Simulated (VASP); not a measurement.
An input for Ansatz (written as the equivalent of a VASP run, and not itself run):

Ansatz 0.2 input:
```yaml
crystal:
  lattice:
    - [0.0000000, 2.5941157, 2.5941157]
    - [2.5941157, 0.0000000, 2.5941157]
    - [2.5941157, 2.5941157, 0.0000000]
  atoms:
    - { symbol: Ga, position: [0.0000000, 1.0000000, 0.0000000] }
    - { symbol: As, position: [0.2500000, 0.2500000, 0.2500000] }
kpoints:
  mp_grid: { grid: [9, 9, 9] }
hamiltonian:
  xc: lda
  pseudopotentials: { kind: paw }
scf:
  occupations: { method: gaussian, width: 0.05 }
  max_iter: 100
relax:
  max_steps: 40
  f_tol: 0.02
  cell: { p_target: 30 }
output: { forces: true, stress: true, eigenvalues: true }
```

**Question.** Write the VASP files for the same calculation (LDA).

**Answer.** This is not unique; one that fits is 
INCAR:
```
# general
SYSTEM  = GaAs
PREC    = Accurate
ENCUT   = 500   # plane-wave cut-off (eV)
LREAL   = .FALSE.
LASPH   = .TRUE.   # aspherical one-centre terms

# electronic loop
EDIFF   = 1E-6
NELM    = 100
ALGO    = Normal   # blocked Davidson
LMAXMIX = 4   # l cut-off of mixed one-centre charges

# smearing
ISMEAR  = 0
SIGMA   = 0.05   # width (eV)

# ions
IBRION  = 2   # conjugate gradients
NSW     = 40   # most ionic steps
ISIF    = 3
EDIFFG  = -0.02   # ionic stop
PSTRESS = 300

# output
LWAVE   = .FALSE.
LCHARG  = .FALSE.
```

### KPOINTS
```
Automatic mesh
0
Gamma
9 9 9
0 0 0
```

File POSCAR:
```
GaAs
1
   -0.0000000000     2.5941157404     2.5941157404
    2.5941157404    -0.0000000000     2.5941157404
    2.5941157404     2.5941157404     0.0000000000
Ga As
1 1
Direct
  0.0000000000   1.0000000000   0.0000000000
  0.2500000000   0.2500000000   0.2500000000
```

POTCAR, in this order: Ga_d As (LDA.64 set). Program: vasp_std.

The two are equivalent in intent, not identical: each code has its own PAW files, so the cut-off isn't converted (ENCUT is set for VASP's; basis.ecutwfc is left out, and Ansatz then takes the one that its files recommend); Ansatz stops its SCF on the density residual and VASP on the energy change (EDIFF); Ansatz's lda is the Perdew-Wang form, while the LDA potentials of VASP carry Perdew-Zunger's.

The compound is GaAs in the zinc blende structure. It was relaxed first under an external pressure of 30 GPa.
